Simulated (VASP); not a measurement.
Energy against volume of AlN (wurtzite). Calculation: revPBE GGA, VASP's PBE PAW potentials (set 64) (plane waves; VASP). Numerical set-up: 520 eV cut-off, 8×8×5 Γ-centred mesh, Gaussian smearing of 0.050 eV, potentials Al N.

Shape and ions are relaxed at each volume.

| V (Å³/atom) | E (eV/atom) |
|---|---|
| 10.119 | -7.11925 |
| 10.442 | -7.13856 |
| 10.764 | -7.14465 |
| 11.087 | -7.13932 |

Problem. Fit these four points and predict the energy of the run at 11.410 Å³/atom.

Solution. A cubic in V^(−2/3), the third-order Birch-Murnaghan form, passes through the four points with V0 = 10.77 Å³/atom and B0 = 189 GPa, and gives -7.1240 eV/atom there. The run gave -7.1242 eV/atom, -0.1 meV/atom from the fit; all five points give B0 = 188 GPa.

The compound is AlN in the wurtzite structure. It was relaxed first.
